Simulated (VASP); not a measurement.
VASP ran on this input.

### INCAR
```
EDIFF = 1E-7
ISIF = 2
LUSE_VDW = .TRUE.
AGGAC = 0.0
NELM = 100   ! most electronic steps
LWAVE = .FALSE.
ENCUT = 520   ! plane-wave cut-off (eV)
ALGO = Normal   ! blocked Davidson
ISMEAR = 1   ! Methfessel-Paxton
GGA = CX
LREAL = .FALSE.
LMAXMIX = 4   ! l cut-off of mixed one-centre charges
PREC = Accurate
SYSTEM = TiCo
SIGMA = 0.1   ! width (eV)
LCHARG = .FALSE.
LASPH = .TRUE.
```

### POSCAR
```
TiCo
2.9939120
  0.9999998390   0.0000000000   0.0000000000
  0.0000000000   0.9999998390   0.0000000000
  0.0000000000   0.0000000000   0.9999998390
Ti Co
1 1
Cartesian
  0.0000000000   0.0000000000   0.0000000000
  0.4999999195   0.4999999195   0.4999999195
```

### KPOINTS
```
Automatic mesh
0
Gamma
12 12 12
0 0 0
```

POTCAR, in this order: Ti_sv Co (PBE.64 set). Program: vasp_std.

### Question
Write an equivalent input for Quantum ESPRESSO's pw.x.

### Answer
One equivalent input (not run):
```
&CONTROL
  calculation = 'scf'
  pseudo_dir = './pseudo'
  outdir = './out'
  tprnfor = .true.
  tstress = .true.
/
&SYSTEM
  ibrav = 0
  nat = 2
  ntyp = 2
  ecutwfc = 96
  occupations = 'smearing'
  smearing = 'methfessel-paxton'
  degauss = 0.00735
  input_dft = 'vdw-df-cx'
/
&ELECTRONS
  conv_thr = 7.3e-09
  electron_maxstep = 100
/
ATOMIC_SPECIES
  Ti 47.867 Ti.upf
  Co 58.933 Co.upf
CELL_PARAMETERS angstrom
     2.9939115    0.0000000    0.0000000
     0.0000000    2.9939115    0.0000000
     0.0000000    0.0000000    2.9939115
ATOMIC_POSITIONS crystal
  Ti   0.0000000  0.0000000  0.0000000
  Co   0.5000000  0.5000000  0.5000000
K_POINTS automatic
  12 12 12 0 0 0
```
Limits of the translation: the potentials are each code's own (VASP's PAW set, PseudoDojo norm-conserving files in pw.x), so ENCUT and ecutwfc are chosen apart and not converted; conv_thr bounds pw.x's estimated SCF error, while EDIFF bounds the energy change between steps.

The compound is TiCo in the CsCl type structure. This cell is one point of a volume scan, at 1.06 of the reference volume.
